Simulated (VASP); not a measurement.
These are MS2 meta-GGA, VASP's PBE PAW potentials (set 64) (plane waves; VASP) values and carry that method's errors.

VASP input:

POSCAR:
```
BaTiO3
1
    3.9837729775    -0.0000000000     0.0000000000
    0.0000000000     3.9837729775    -0.0000000000
    0.0000000000    -0.0000000000     3.9837729775
Ba Ti O
1 1 3
Direct
  0.0000000000   0.0000000000   0.0000000000
  0.5000000000   0.5000000000   0.5000000000
  0.5000000000   0.0000000000   0.5000000000
  0.0000000000   0.5000000000   0.5000000000
  0.5000000000   0.5000000000   0.0000000000
```

**INCAR**
```
SYSTEM = BaTiO3
PREC = Accurate
ENCUT = 520
EDIFF = 1E-6
NELM = 100
ALGO = Normal
LREAL = .FALSE.
LASPH = .TRUE.
ISMEAR = 0
SIGMA = 0.05
METAGGA = MS2
LMIXTAU = .TRUE.
LMAXMIX = 4
LWAVE = .FALSE.
LCHARG = .FALSE.
IBRION = 2
ISIF = 3
NSW = 60
EDIFFG = -0.02
```

**KPOINTS**
```
Automatic mesh
0
Gamma
5 5 5
0 0 0
```

POTCAR, in this order: Ba_sv Ti_sv O (PBE.64 set). Program: vasp_std.

Output

OSZICAR:
```
       N       E                     dE             d eps       ncg     rms          rms(c)
DAV:   1     0.420259298016E+03    0.42026E+03   -0.20417E+04   480   0.173E+03
DAV:   2    -0.446978175258E+02   -0.46496E+03   -0.45975E+03   608   0.488E+02
DAV:   3    -0.849693342053E+02   -0.40272E+02   -0.40224E+02   728   0.142E+02
DAV:   4    -0.868465330319E+02   -0.18772E+01   -0.18764E+01   696   0.254E+01
DAV:   5    -0.869409606019E+02   -0.94428E-01   -0.94426E-01   648   0.388E+00    0.235E+01
DAV:   6    -0.480088508180E+02    0.38932E+02   -0.77647E+01   760   0.948E+01    0.870E+00
DAV:   7    -0.470855241377E+02    0.92333E+00   -0.17468E+01   560   0.337E+01    0.528E+00
DAV:   8    -0.448579373753E+02    0.22276E+01   -0.46772E+00   592   0.201E+01    0.314E+00
DAV:   9    -0.461505703994E+02   -0.12926E+01   -0.13812E+00   584   0.110E+01    0.127E+00
DAV:  10    -0.463521779766E+02   -0.20161E+00   -0.15319E+00   680   0.883E+00    0.213E+00
DAV:  11    -0.462308298079E+02    0.12135E+00   -0.17770E-01   728   0.346E+00    0.126E+00
DAV:  12    -0.462214707806E+02    0.93590E-02   -0.53508E-02   568   0.213E+00    0.673E-01
DAV:  13    -0.462006933807E+02    0.20777E-01   -0.56721E-02   656   0.175E+00    0.167E-01
DAV:  14    -0.462028430724E+02   -0.21497E-02   -0.42615E-03   664   0.653E-01    0.180E-01
DAV:  15    -0.462006766737E+02    0.21664E-02   -0.33254E-03   648   0.424E-01    0.811E-02
DAV:  16    -0.462008227531E+02   -0.14608E-03   -0.89747E-04   664   0.266E-01    0.484E-02
DAV:  17    -0.462006610453E+02    0.16171E-03   -0.16250E-04   648   0.127E-01    0.264E-02
DAV:  18    -0.462006619384E+02   -0.89310E-06   -0.37969E-06   512   0.161E-02
   1 F= -.46200662E+02 E0= -.46200662E+02  d E =-.462007E+02
       N       E                     dE             d eps       ncg     rms          rms(c)
DAV:   1    -0.464162310309E+02   -0.21557E+00   -0.69214E+00   560   0.284E+01    0.376E+00
DAV:   2    -0.462454272386E+02    0.17080E+00   -0.13042E+00   592   0.112E+01    0.150E+00
DAV:   3    -0.463582940897E+02   -0.11287E+00   -0.14652E+00   608   0.713E+00    0.115E+00
DAV:   4    -0.462025450580E+02    0.15575E+00   -0.77096E-01   640   0.600E+00    0.307E-01
DAV:   5    -0.462004260476E+02    0.21190E-02   -0.34723E-02   584   0.139E+00    0.218E-01
DAV:   6    -0.462008999367E+02   -0.47389E-03   -0.85888E-03   616   0.649E-01    0.103E-01
DAV:   7    -0.462019995268E+02   -0.10996E-02   -0.54155E-03   720   0.471E-01    0.939E-02
DAV:   8    -0.462015411927E+02    0.45833E-03   -0.90776E-04   480   0.258E-01    0.716E-02
DAV:   9    -0.462017701616E+02   -0.22897E-03   -0.37297E-04   520   0.196E-01    0.595E-02
DAV:  10    -0.462018668206E+02   -0.96659E-04   -0.70358E-05   680   0.599E-02    0.484E-02
DAV:  11    -0.462017020825E+02    0.16474E-03   -0.27230E-04   712   0.131E-01    0.113E-02
DAV:  12    -0.462017023066E+02   -0.22409E-06   -0.14030E-05   512   0.382E-02    0.124E-02
DAV:  13    -0.462017082262E+02   -0.59196E-05   -0.39230E-06   592   0.133E-02    0.139E-02
DAV:  14    -0.462017354608E+02   -0.27235E-04   -0.19935E-06   360   0.145E-02    0.507E-03
DAV:  15    -0.462017349315E+02    0.52924E-06   -0.26791E-06   448   0.144E-02
   2 F= -.46201735E+02 E0= -.46201735E+02  d E =-.107299E-02
       N       E                     dE             d eps       ncg     rms          rms(c)
DAV:   1    -0.462578542327E+02   -0.56119E-01   -0.15264E+00   560   0.131E+01    0.178E+00
DAV:   2    -0.462174677605E+02    0.40386E-01   -0.27362E-01   584   0.511E+00    0.697E-01
DAV:   3    -0.462368089886E+02   -0.19341E-01   -0.27069E-01   616   0.296E+00    0.527E-01
DAV:   4    -0.462078919916E+02    0.28917E-01   -0.14702E-01   608   0.248E+00    0.128E-01
DAV:   5    -0.462081048038E+02   -0.21281E-03   -0.67784E-03   544   0.653E-01    0.110E-01
DAV:   6    -0.462082857204E+02   -0.18092E-03   -0.17715E-03   592   0.280E-01    0.547E-02
DAV:   7    -0.462084016201E+02   -0.11590E-03   -0.69548E-04   656   0.170E-01    0.339E-02
DAV:   8    -0.462085205133E+02   -0.11889E-03   -0.36471E-04   512   0.152E-01    0.266E-02
DAV:   9    -0.462085152170E+02    0.52963E-05   -0.18580E-04   488   0.134E-01    0.272E-02
DAV:  10    -0.462085178523E+02   -0.26353E-05   -0.43788E-05   688   0.361E-02    0.279E-02
DAV:  11    -0.462084111087E+02    0.10674E-03   -0.10231E-04   720   0.736E-02    0.418E-03
DAV:  12    -0.462084178655E+02   -0.67568E-05   -0.11460E-05   640   0.305E-02    0.735E-03
DAV:  13    -0.462084151096E+02    0.27559E-05   -0.12684E-06   376   0.990E-03    0.715E-03
DAV:  14    -0.462084086255E+02    0.64841E-05   -0.19962E-07   256   0.430E-03    0.558E-03
DAV:  15    -0.462083948898E+02    0.13736E-04   -0.71300E-07   248   0.822E-03    0.146E-03
DAV:  16    -0.462083913451E+02    0.35447E-05   -0.22309E-07   240   0.402E-03    0.417E-04
DAV:  17    -0.462083918749E+02   -0.52980E-06   -0.59035E-08   240   0.216E-03
   3 F= -.46208392E+02 E0= -.46208392E+02  d E =-.772994E-02
```

OUTCAR:
```
------------------------ aborting loop because EDIFF is reached ----------------------------------------
  FORCE on cell =-STRESS in cart. coord.  units (eV):
  Direction    XX          YY          ZZ          XY          YZ          ZX
  --------------------------------------------------------------------------------------
  Total       -0.0812707     -0.0812707     -0.0812707      0.0000000      0.0000000      0.0000000
  in kB       -2.0285935     -2.0285935     -2.0285935      0.0000000      0.0000000      0.0000000
  external PRESSURE =      -2.0285935 kB  Pullay stress =       0.0000000 kB
  volume of cell :       64.19
      direct lattice vectors                 reciprocal lattice vectors
     4.003900290  0.000000000  0.000000000     0.249756469  0.000000000  0.000000000
     0.000000000  4.003900290  0.000000000    -0.000000000  0.249756469 -0.000000000
    -0.000000000  0.000000000  4.003900290    -0.000000000  0.000000000  0.249756469
 POSITION                                       TOTAL-FORCE (eV/Angst)
 -----------------------------------------------------------------------------------
      0.00000      0.00000      0.00000         0.000000     -0.000000      0.000000
      2.00195      2.00195      2.00195        -0.000000      0.000000      0.000000
      2.00195      0.00000      2.00195        -0.000000      0.000000      0.000000
     -0.00000      2.00195      2.00195        -0.000000      0.000000      0.000000
      2.00195      2.00195      0.00000         0.000000     -0.000000      0.000000
 -----------------------------------------------------------------------------------
    total drift:                                0.000000      0.000000     -0.000000
  FREE ENERGIE OF THE ION-ELECTRON SYSTEM (eV)
  ---------------------------------------------------
  free  energy   TOTEN  =       -46.2083918749 eV

  energy  without entropy=      -46.2083918749  energy(sigma->0) =      -46.20839187

 reached required accuracy - stopping structural energy minimisation
```
(Selected blocks of OUTCAR.)

File CONTCAR:
```
BaTiO3
   1.00000000000000
     4.0039002896604510    0.0000000000000000    0.0000000000000000
     0.0000000000000000    4.0039002896604510    0.0000000000000000
    -0.0000000000000000    0.0000000000000000    4.0039002896604510
  Ba              Ti              O
     1     1     3
Direct
     0.0000000000000000    0.0000000000000000    0.0000000000000000
     0.5000000000000000    0.5000000000000000    0.5000000000000000
     0.5000000000000000    0.0000000000000000    0.5000000000000000
     0.0000000000000000    0.5000000000000000    0.5000000000000000
     0.5000000000000000    0.5000000000000000    0.0000000000000000
```

The compound is BaTiO3 in the cubic perovskite structure, the ideal cubic form; the compound distorts at low or room temperature. This run relaxes it. Symmetry was kept, so distortions that lower it aren't found.
